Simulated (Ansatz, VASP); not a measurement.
## PtSe2 in two plane-wave programs

One calculation is typed for both programs; each brings its own data sets. How far apart do they land? Of the first pair: The structure shown is the start of the Ansatz relaxation below; VASP solves that cell, so the two are compared at the walk's first step.

Method: plane waves, with VASP 6.6.1 beside it; single point at PBE, in Ansatz 0.2.0.

### 1. The structure

The cell holds 3 atoms: 1 Pt and 2 Se. Cell: a = 3.636 Å, b = 3.773 Å, c = 30.460 Å, α = 90.0°, β = 90.0°, γ = 118.8°. Vacuum lies along c.

### 2. Ansatz: relaxation, PBE

Ansatz runs on its PAW soft_1 files.

The two programs are compared at the cell with which this relaxation starts, whose forces are those of its first step.

input.yaml reads:

```yaml
crystal:
  lattice:
    - [3.6356522759, 0.0, 0.0]
    - [-1.817826138, 3.3059955918, 0.0]
    - [0.0, 0.0, 30.46]
  atoms:
    - { symbol: Pt, position: [0.3411343501, 0.6822687003, 0.3282994091] }
    - { symbol: Se, position: [0.6627661582, 0.3255323165, 0.3751887215] }
    - { symbol: Se, position: [0.6627661582, 0.3255323165, 0.2814100966] }
  periodic: [true, true, false]
kpoints:
  mp_grid: { grid: [15, 15, 1] }
hamiltonian:
  xc: pbe
  pseudopotentials: { kind: paw, azcp: { folder: soft_1 } }
scf:
  occupations: { method: methfessel_paxton, width: 0.2 }
output:
  forces: true
  stress: true
  eigenvalues: true
relax:
  adjacent_minimum: "off"
  f_tol: 0.001
  max_steps: 60
```

On the command line:

```sh
$ ansatz run input.yaml --threads 4 --pin off --max-ram 16384MiB --backend cpu --events-out ev --progress --plain --runs-dir out
```

Numbers of over 12 decimals in the logs are rounded to 6 here.

Output:

```text
Warning: output.stress: scf.convergence.dr2_threshold = 1e-9 eV (the default of a walk held to its f_tol) is looser than the 3e-10 eV advised for a printed stress (1e-10 eV for each atom of the cell: 3). What an SCF threshold leaves in a stress goes as its square root, and in the free energy as the threshold itself, and one threshold admits the most on a small cell: [figures from the program's tests cut] Every solve  [...]
Engine: ansatz 0.2.0, aarch64-unknown-linux-gnu
Pseudopotentials: kind: paw
Pseudopotential: Pt, paw, valence charge 18, recommended cutoff 420 eV (normal), soft_1/Pt.paw.azcp
Pseudopotential: Se, paw, valence charge 16, recommended cutoff 420 eV (normal), soft_1/Se.paw.azcp
Functional definition: PBE
  parameter kappa = 0.804
  parameter beta = 0.066725
  exchange = pbe_x(kappa = kappa, mu = beta*pi^2/3)
  correlation = pbe_c(beta = beta)
Crystal: 3 atoms, lattice volume = 366.112 Å³
Basis set: ecut = 420 eV, 7149 PW (Γ), exchange–correlation on 50×54×432 points (8 copies of the dense FFT grid, shifted against one another)
Bands: 30, of which v1, the nominal top of the filled ones, is band 25 counted from 1 (24 counted from 0)
Symmetry: 4 space group operations
Space group: Amm2 (ITA 38), of the structure as read, at distance tolerance 7.2e-5 Å
k-points: 64 of 225 (time reversal used)
Non-local potential: Pt, projectors of the file, l = 0: 3, l = 1: 2, l = 2: 2, l = 3: 1
Non-local potential: Se, projectors of the file, l = 0: 2, l = 1: 2, l = 2: 3, l = 3: 1
PAW form: soft (Blöchl's): semilocal exchange-correlation on the pseudo side does not see the compensation charge
PAW one-centre angular grid: Pt, 590 points (default); XC on 64 Gauss nodes
PAW one-centre angular grid: Se, 590 points (default); XC on 64 Gauss nodes
Initial density: superposition of atomic densities (neutral atoms: chi_scale 0, normalization atom)
Initial wavefunctions: pseudopotential atomic-orbital guess
Functional: x = pbe(κ = 0.804, μ = 0.219515), c = pbe(β = 0.066725)
SCF iter   1: F=—  HF=-23463.191367 eV  |F-HF|=—  |Δ(HF+E_count)|=         —  Δρ=2.72e-2  dr2=2.93e0  ethr=3.10e-3  ⟨swp⟩=11.3  Hψ=10836  notcnv=0
preconditioner: auto → LDOS  [metal: Δε(μ)=0.036 eV  Ē_g=8.689 eV  σ=0.200 eV  W_gap=0.15  n_scr=28 (ndim 8)  ℏωp=9.1 eV  f_vac=0.783  D(μ)=2.43/eV (n_scr^D=10)  β→1.0]
SCF iter   2: F=—  HF=-23462.749322 eV  |F-HF|=—  |Δ(HF+E_count)|=   4.42e-1  S|Δr|=    0.00e0  Δρ=8.20e-3  dr2=2.21e-1  ethr=3.10e-3  ⟨swp⟩=3.0  Hψ=5039  notcnv=0  defer=1
SCF iter   3: F=—  HF=-23462.692026 eV  |F-HF|=—  |Δ(HF+E_count)|=   5.73e-2  S|Δr|=    0.00e0  Δρ=3.23e-3  dr2=4.85e-2  ethr=4.41e-4  ⟨swp⟩=3.0  Hψ=4458  notcnv=0  defer=1
SCF iter   4: F=—  HF=-23462.678868 eV  |F-HF|=—  |Δ(HF+E_count)|=   1.32e-2  S|Δr|=    0.00e0  Δρ=1.12e-3  dr2=6.17e-3  ethr=9.70e-5  ⟨swp⟩=4.0  Hψ=5000  notcnv=0
SCF iter   5: F=—  HF=-23462.677776 eV  |F-HF|=—  |Δ(HF+E_count)|=   1.09e-3  S|Δr|=    0.00e0  Δρ=1.58e-4  dr2=1.07e-4  ethr=1.23e-5  ⟨swp⟩=2.7  Hψ=3243  notcnv=0
SCF iter   6: F=—  HF=-23462.677833 eV  |F-HF|=—  |Δ(HF+E_count)|=   5.65e-5  S|Δr|=    0.00e0  Δρ=3.85e-5  dr2=8.59e-6  ethr=2.15e-7  ⟨swp⟩=3.2  Hψ=3992  notcnv=0
SCF iter   7: F=—  HF=-23462.677943 eV  |F-HF|=—  |Δ(HF+E_count)|=   1.11e-4  S|Δr|=    0.00e0  Δρ=7.15e-6  dr2=2.48e-7  ethr=1.72e-8  ⟨swp⟩=3.0  Hψ=3294  notcnv=0
SCF iter   8: F=-23462.677944 eV  HF=-23462.677944 eV  |F-HF|=6.65e-8  |Δ(HF+E_count)|=   5.29e-7  S|Δr|=    0.00e0  Δρ=2.07e-6  dr2=3.35e-8  ethr=2.00e-10  ⟨swp⟩=15.8  Hψ=12450  notcnv=0
SCF 1 converged in 8 iterations: F = -23462.677944 eV  dr2 = 3.35e-8
  greatest PAW one-centre occupation: 1.000 electrons in one spin orbital (limit 2), on the Pt atom at site 0 (counted from 0), in its partial waves of l = 0
relax step   1: F+E_penalty+E_count = -23462.67794382 eV  Δ(F+E_penalty+E_count) = +0.000e0 eV  max|allowed force component| = 1.178e-1 eV/Å  Δτ_max = 0.0000 Å  (8 SCF iters, dr2 threshold 1.00e-7 eV, accepted)
[...]
relax step   2: F+E_penalty+E_count = -23462.67923923 eV  Δ(F+E_penalty+E_count) = -1.295e-3 eV  max|allowed force component| = 6.958e-2 eV/Å  Δτ_max = 0.0184 Å  (5 SCF iters, dr2 threshold 8.67e-7 eV, accepted)
[...]
relax step   3: F+E_penalty+E_count = -23462.67981837 eV  Δ(F+E_penalty+E_count) = -5.791e-4 eV  max|allowed force component| = 4.067e-2 eV/Å  Δτ_max = 0.0059 Å  (4 SCF iters, dr2 threshold 3.03e-7 eV, accepted)
[...]
relax step   4: F+E_penalty+E_count = -23462.68001794 eV  Δ(F+E_penalty+E_count) = -1.996e-4 eV  max|allowed force component| = 2.293e-3 eV/Å  Δτ_max = 0.0066 Å  (4 SCF iters, dr2 threshold 5.65e-7 eV, accepted)
[...]
relax step   5: F+E_penalty+E_count = -23462.68001797 eV  Δ(F+E_penalty+E_count) = -2.491e-8 eV  max|allowed force component| = 2.331e-3 eV/Å  Δτ_max = 0.0000 Å  (4 SCF iters, accepted)
[...]
relax step   6: F+E_penalty+E_count = -23462.68001876 eV  Δ(F+E_penalty+E_count) = -7.935e-7 eV  max|allowed force component| = 7.202e-5 eV/Å  Δτ_max = 0.0003 Å  (4 SCF iters, accepted)
SCF converged after 4 iterations
Stability not checked: this state was not tested for a lower state beside it, because cold or Methfessel-Paxton smearing, or corrected tetrahedra, fill the levels in a way that the test cannot read (fill_not_monotonic; see scf.lower_state_search)
Free energy (F): -23462.680019 eV
Harris-Foulkes:  -23462.680019 eV  (|F-HF|=8.95e-10)
Internal energy: -23462.678791 eV  (E = F + TS)
E sigma→0 (E₀):  -23462.679712 eV
Entropy (-TS):   -0.001228 eV (-0.409 meV/atom)
Fermi energy:    -4.634632 eV
--- Per-component energies (eV) ---
  E_band       = -1839.643301
  E_kinetic    = 814.533201
  E_local      = -124032.866070  (includes V_loc(G=0)·N_el)
  E_nonlocal   = -502.787892
  E_hartree    = 61513.362999
  E_xc         = -400.166593
  E_vxc        = -448.947923  (∫ρ·V_xc dr)
  E_paw        = -13745.294031  (= ΣΔE_a)
  E_vpaw       = -696.300997  (= ΣTr[D̂ρ^β])
  E_aug_tail   = 0.000367  (compensation charges beyond the density's cutoff)
  E_ewald      = 52890.539229
  E_smearing   = -0.001228  (= −TS)
  E_closure    = 0.000000  (closes the sum)
  Σ components = -23462.680019   (vs F -23462.680019, Δ=0.00e0)
--- Forces (eV/Å), atoms counted from 1 ---
  atom   1  Pt     0.00000000    -0.00007087     0.00000000
  atom   2  Se    -0.00000000     0.00003716    -0.00001822
  atom   3  Se    -0.00000000     0.00003716     0.00001822
  max |Σ_I F_I| component: 3.46e-6 eV/Å
--- 2D stress c σ (N/m, compression-positive) ---
       -0.877758       0.000000       0.000000
        0.000000      -1.387100       0.000000
        0.000000       0.000000       0.000000
  P = ½ c Tr σ = -1.1324 N/m
--- Band table (eV; the first three rows and the last of 64) ---
  k-point 0: bands = [... 21 lower, -6.9879, -5.7719, -4.3169, -4.2956, -3.9786, -3.7016, -2.3522, -0.4467, ... 1 higher]
  k-point 1: bands = [... 21 lower, -7.0543, -5.7333, -4.4997, -4.2674, -4.1541, -3.8079, -2.0697, -0.3944, ... 1 higher]
  k-point 2: bands = [... 21 lower, -7.2461, -5.6899, -4.8985, -4.4944, -4.1330, -4.0978, -1.4648 (-1.4648°), -0.2503, ... 1 higher]
  k-point 63: bands = [... 21 lower, -8.0089, -7.0146, -6.6361, -5.6515, -4.1634, -3.4232, -0.4789, 1.3110, ... 1 higher]
  ° read free of the cell's end (the report's vacuum.weakly_bound_levels)
--- Relaxed structure (6 steps of the walk, 6 accepted, 0 SCFs on fresh bases) ---
  F+E_penalty+E_count = -23462.68001876 eV   max|allowed force component| = 7.202e-5 eV/Å
  cell:  # Å, volume = 366.1125 Å³
    - [3.6356522759, 2.749286620836517e-11, 0.0]
    - [-1.817826137975, 3.305996, 0.0]
    - [0.0, 0.0, 30.46]
  atoms:
    - { symbol: Pt, position: [0.342971, 0.685942, 0.328299] }
    - { symbol: Se, position: [0.661848, 0.323696, 0.374807] }
    - { symbol: Se, position: [0.661848, 0.323696, 0.281792] }
```

The column dr2 measures how far the density is from self-consistency, as an energy; F and HF (Harris–Foulkes) agree once it is small.

### 3. VASP: single point, PBE, start cell, pair 1

The same cell, functional, mesh and smearing now go to VASP, with its own data sets.

Lines of VASP's logs that name or quote its potential files are left out, and so is its time.

INCAR reads:

```
SYSTEM = PtSe2
PREC = Accurate
ENCUT = 400
EDIFF = 1E-06
NELM = 120
ISMEAR = 1
SIGMA = 0.2
LREAL = .FALSE.
ALGO = Normal
GGA = PE
NBANDS = 17
LASPH = .TRUE.
LORBIT = 11
LWAVE = .FALSE.
LCHARG = .FALSE.
ISIF = 2
LDIPOL = .TRUE.
IDIPOL = 3
DIPOL = 0.5 0.5 0.328
LVHAR = .TRUE.
GGA_COMPAT = .FALSE.
NELMDL = -8
KPAR = 2
```

POSCAR reads:

```
PtSe2
1.0
    3.6356522759      0.0000000000      0.0000000000
   -1.8178261380      3.3059955918      0.0000000000
    0.0000000000      0.0000000000     30.4600000000
Pt Se
1 2
Direct
    0.3411343024      0.6822686048      0.3282994091
    0.6627660972      0.3255321945      0.3751887065
    0.6627660972      0.3255321945      0.2814101116
```

KPOINTS reads:

```
Automatic mesh
0
Gamma
15 15 1
0 0 0
```

Potentials, in the order of the species: Pt and Se (PBE family, release 64).

On the command line:

```sh
$ mpirun -np 2 vasp_std
```

Output:

```text
[banner, memory and clock lines left out]
running    2 mpi-ranks, on    1 nodes
 distrk:  each k-point on    1 cores,    2 groups
 distr:  one band on    1 cores,    1 groups

 POSCAR found type information on POSCAR PtSe
 POSCAR found :  2 types and       3 ions
 LDA part: xc-table for (Slater+PW92), standard interpolation
 POSCAR, INCAR and KPOINTS ok, starting setup
 FFT: planning ... GRIDC
 FFT: planning ... GRID_SOFT
 FFT: planning ... GRID
 WAVECAR not read
 entering main loop
       N       E                     dE             d eps       ncg     rms          rms(c)
DAV:   1     0.160267149039E+03    0.16027E+03   -0.58369E+03  2176   0.726E+02
DAV:   2     0.527054067604E+01   -0.15500E+03   -0.14795E+03  3757   0.147E+02
DAV:   3    -0.131318106116E+02   -0.18402E+02   -0.18203E+02  2721   0.647E+01
DAV:   4    -0.134364109537E+02   -0.30460E+00   -0.30364E+00  2817   0.981E+00
DAV:   5    -0.134413091385E+02   -0.48982E-02   -0.48963E-02  3044   0.120E+00
DAV:   6    -0.134414500105E+02   -0.14087E-03   -0.14087E-03  3012   0.188E-01
DAV:   7    -0.134414548722E+02   -0.48616E-05   -0.48616E-05  3304   0.280E-02
DAV:   8    -0.134414549481E+02   -0.75968E-07   -0.75634E-07  2502   0.280E-03    0.117E+01
DAV:   9    -0.131475539233E+02    0.29390E+00   -0.48649E+00  2943   0.157E+01    0.807E+00
DAV:  10    -0.130079937015E+02    0.13956E+00   -0.18532E+00  2699   0.124E+01    0.347E+00
DAV:  11    -0.129049458718E+02    0.10305E+00   -0.32796E-01  2651   0.459E+00    0.394E-01
DAV:  12    -0.129044542588E+02    0.49161E-03   -0.22419E-02  2811   0.102E+00    0.206E-01
DAV:  13    -0.129044041907E+02    0.50068E-04   -0.10824E-03  2761   0.218E-01    0.908E-02
DAV:  14    -0.129043676930E+02    0.36498E-04   -0.88958E-05  2872   0.563E-02    0.315E-02
DAV:  15    -0.129043611969E+02    0.64962E-05   -0.28104E-05  2877   0.308E-02    0.111E-02
DAV:  16    -0.129043871961E+02   -0.25999E-04   -0.16015E-05  2673   0.176E-02    0.601E-03
DAV:  17    -0.129044107197E+02   -0.23524E-04   -0.25889E-06  2213   0.808E-03    0.426E-03
DAV:  18    -0.129044503650E+02   -0.39645E-04   -0.74189E-06  2286   0.823E-03    0.302E-03
DAV:  19    -0.129044669838E+02   -0.16619E-04   -0.13796E-06  2268   0.536E-03    0.139E-03
DAV:  20    -0.129044813802E+02   -0.14396E-04   -0.68303E-07  1976   0.265E-03    0.121E-03
DAV:  21    -0.129044872259E+02   -0.58457E-05   -0.22920E-07  2252   0.171E-03    0.908E-04
DAV:  22    -0.129044890629E+02   -0.18371E-05   -0.47825E-08  2320   0.106E-03    0.363E-04
DAV:  23    -0.129044904594E+02   -0.13965E-05   -0.21167E-08  2260   0.460E-04    0.207E-04
DAV:  24    -0.129044910591E+02   -0.59967E-06   -0.14711E-08  2183   0.272E-04
   1 F= -.12904491E+02 E0= -.12903860E+02  d E =-.189257E-02
```

From OUTCAR (step 3):

```text
ion  position               nearest neighbor table
   1  0.341  0.682  0.328-   2 2.56   3 2.56   2 2.60   2 2.60   3 2.60   3 2.60
   2  0.663  0.326  0.375-   1 2.56   1 2.60   1 2.60
   3  0.663  0.326  0.281-   1 2.56   1 2.60   1 2.60

  LATTYP: Found a base centered orthorhombic cell.
 ALAT       =     3.6356522759
 B/A-ratio  =     1.8186533480
 C/A-ratio  =     8.3781389661

 Subroutine GETGRP returns: Found  4 space group operations
 (whereof  2 operations were pure point group operations)

The static configuration has the point symmetry C_1h.
 The point group associated with its full space group is C_2v.

 Found     64 irreducible k-points:

   k-points           NKPTS =     64   k-points in BZ     NKDIM =     64   number of bands    NBANDS=     17

   dimension x,y,z NGX =    24 NGY =   28 NGZ =  200
   dimension x,y,z NGXF=    48 NGYF=   56 NGZF=  400

   ENCUT  =  400.0 eV  29.40 Ry    5.42 a.u.   5.93  6.15 49.67*2*pi/ulx,y,z

   NELECT =      22.0000    total number of electrons

 k-points in reciprocal lattice and weights: Automatic mesh
   0.00000000  0.00000000  0.00000000       0.004
   0.06666667  0.00000000  0.00000000       0.018
   0.13333333  0.00000000  0.00000000       0.018
   0.20000000  0.00000000  0.00000000       0.018
   0.26666667  0.00000000  0.00000000       0.018
   0.33333333  0.00000000  0.00000000       0.018
   0.40000000  0.00000000  0.00000000       0.018
   0.46666667  0.00000000  0.00000000       0.018
   0.00000000  0.06666667  0.00000000       0.009
[...]
0.00000000  0.46666667  0.00000000       0.009
   0.06666667  0.46666667  0.00000000       0.009

 dipolmoment           0.000000      0.000000      0.000001 electrons x Angstroem

 average (electrostatic) potential at core
       1 -77.2914       2 -62.1718       3 -62.1718

 E-fermi :  -2.8329

 k-point     1 :       0.0000    0.0000    0.0000
  band No.  band energies     occupation
    ...
      5      -7.6289      2.00000
      6      -7.2440      2.00000
      7      -6.7666      2.00000
      8      -5.1957      2.00000
      9      -3.9978      2.00000
     10      -2.4539     -0.02210
     11      -2.4375     -0.01722
     12      -2.2432     -0.00025
     13      -1.9258     -0.00000
     14      -0.5339     -0.00000
    ...

 k-point     2 :       0.0667    0.0000    0.0000
  band No.  band energies     occupation
    ...
      5      -7.6502      2.00000
      6      -7.2739      2.00000
      7      -6.8098      2.00000
      8      -5.2441      2.00000
      9      -3.9489      2.00000
     10      -2.6116     -0.06590
     11      -2.5532     -0.06366
     12      -2.2213     -0.00013
     13      -2.1489     -0.00001
     14      -0.2204     -0.00000
    ...

 k-point     3 :       0.1333    0.0000    0.0000
  band No.  band energies     occupation
    ...
      7      -6.9277      2.00000
      8      -5.3876      2.00000
      9      -3.8798      2.00000
     10      -2.9414      1.78490
     11      -2.8782      1.37253
     12      -2.5267     -0.05249
     13      -2.1213     -0.00001
     14       0.3904     -0.00000
     15       1.6198      0.00000
     16       1.7216      0.00000
    ...

  Total       -0.7997353     -1.4884404     -0.3631793      0.0000000      0.0000000      0.0000000
  in kB       -3.4997928     -6.5136964     -1.5893411      0.0000000      0.0000000      0.0000000
  external PRESSURE =      -3.8676101 kB  Pullay stress =       0.0000000 kB

  energy-cutoff  :      400.00
  volume of cell :      366.11
      direct lattice vectors                 reciprocal lattice vectors
     3.635652276  0.000000000  0.000000000     0.275053807  0.151240371  0.000000000
    -1.817826138  3.305995592  0.000000000     0.000000000  0.302480742  0.000000000
     0.000000000  0.000000000 30.460000000     0.000000000  0.000000000  0.032829941

 POSITION                                       TOTAL-FORCE (eV/Angst)
 -----------------------------------------------------------------------------------
     -0.00000      2.25558     10.00000        -0.000000      0.068206      0.000000
      1.81783      1.07621     11.42825         0.000000     -0.034103     -0.117461
      1.81783      1.07621      8.57175         0.000000     -0.034103      0.117461
 -----------------------------------------------------------------------------------
    total drift:                                0.000004     -0.000233      0.000007

  FREE ENERGIE OF THE ION-ELECTRON SYSTEM (eV)
  ---------------------------------------------------
  free  energy   TOTEN  =       -12.9044910591 eV

  energy  without entropy=      -12.9025984893  energy(sigma->0) =      -12.90386020

 vacuum level on the upper side and lower side of the slab         1.831         1.831

 total charge
# of ion       s       p       d       tot
------------------------------------------
    1        0.610   0.575   8.053   9.238
    2        1.493   2.153   0.057   3.703
    3        1.493   2.153   0.057   3.703
--------------------------------------------------
tot          3.597   4.880   8.167  16.644

[... 3 further parts left out ...]
```

The run ends at a pressure of -0.39 GPa, with forces up to 0.12 eV/Å.

(Part 1 of 2 ends here.)

[Lines on the potential files, build, host, timing and source positions are cut from VASP's logs without a mark.]

[Logs are printed without paths, hosts, clocks, repeated set-up lines and the standing remarks that a program may print on its own settings, such as how far it seeks lower states.]

[Hosts, paths, dates, database ids (printed as entryN), source tags and the programs' standing remarks are cut or masked in the printed files.]
